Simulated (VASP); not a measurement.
Here is the system:

```
Bi
1.0
    4.16582    -2.27500     0.00000
    4.16582     2.27500     0.00000
    2.92342     0.00000     3.73943
Bi
2
Cartesian
  2.63368   0.00000   0.87503
  8.62137   0.00000   2.86440
```

These are PBE GGA, VASP's PBE PAW potentials (set 64) (plane waves; VASP 6.6.1) values and carry that method's errors. Numerical set-up: 400 eV cut-off, 15×15×15 Γ-centred mesh, first-order Methfessel-Paxton smearing of 0.10 eV, potentials Bi_d.

Gaps are read on the run's mesh, which can miss a band edge. Unless said otherwise, spin-orbit coupling is left out, though it shifts the bands of the heavy elements here.

Problem. What does the run give for the energy per atom (σ→0), pressure, largest force, band gap (on the k-mesh) with the smallest direct gap where there is one?

Solution. 
```json
{
  "band gap (on the k-mesh)": "none (metal, semimetal or under 0.01 eV)",
  "energy per atom (σ→0)": "-3.878 eV/atom",
  "pressure": "1.59 GPa",
  "largest_force": "0.182 eV/Å"
}
```

Total energies compare only between runs with the same potentials, cut-off and functional.

The compound is Bi in the a7 structure. The cell was not relaxed at this level. The run is one of a series of settings (KPOINTS 15×15×15 Γ-centred mesh against the base run), some of them coarse on purpose.
